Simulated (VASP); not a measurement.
An input for Ansatz (written as the equivalent of a VASP run, and not itself run):

Ansatz 0.2 input:
```yaml
crystal:
  lattice:
    - [0.0000000, 3.1812011, 3.1812011]
    - [3.1812011, 0.0000000, 3.1812011]
    - [3.1812011, 3.1812011, 0.0000000]
  atoms:
    - { symbol: Ba, position: [0.0000000, 0.0000000, 0.0000000] }
    - { symbol: S, position: [0.5000000, 0.5000000, 0.5000000] }
kpoints:
  mp_grid: { grid: [7, 7, 7] }
hamiltonian:
  xc: pbesol
  pseudopotentials: { kind: paw }
scf:
  occupations: { method: gaussian, width: 0.05 }
  max_iter: 100
relax:
  max_steps: 60
  f_tol: 0.01
  cell: {}
output: { forces: true, stress: true, eigenvalues: true }
```

### Question
Translate this input to VASP (INCAR, KPOINTS, POSCAR, choice of POTCAR).

### Answer
Several could match; the one computed here: 
### POSCAR
```
BaS
1.0
  0.0000000000   3.1812010984   3.1812010984
  3.1812010984   0.0000000000   3.1812010984
  3.1812010984   3.1812010984   0.0000000000
Ba S
1 1
Cart
  0.0000000000   0.0000000000   0.0000000000
  3.1812010984   3.1812010984   3.1812010984
```

INCAR:
```
LCHARG = F
LWAVE = F
NELM = 100
LREAL = F   ! projection in real space or not
NSW = 60   ! most ionic steps
EDIFF = 1E-6
IBRION = 2   ! conjugate gradients
ISIF = 3   ! ions, shape and volume
GGA = PS   ! PBEsol
LASPH = T   ! aspherical one-centre terms
ALGO = Normal   ! blocked Davidson
PREC = Accurate
LMAXMIX = 4
ENCUT = 400   ! plane-wave cut-off (eV)
SYSTEM = BaS
ISMEAR = 0   ! Gaussian
SIGMA = 0.05
EDIFFG = -0.01   ! ionic stop
```

File KPOINTS:
```
Automatic mesh
0
Gamma
  7 7 7
```

POTCAR, in this order: Ba_sv S (PBE.64 set). Program: vasp_std.

What does not carry over: each code has its own PAW files, so the cut-off isn't converted (ENCUT is set for VASP's; basis.ecutwfc is left out, and Ansatz then takes the one that its files recommend); Ansatz stops its SCF on the density residual and VASP on the energy change (EDIFF).

The structure was generated: BaS was put into the rock salt type (Fm-3m), which need not be its known phase. It was relaxed first, which changed the volume by -22 %. The start is the result of an earlier pass.
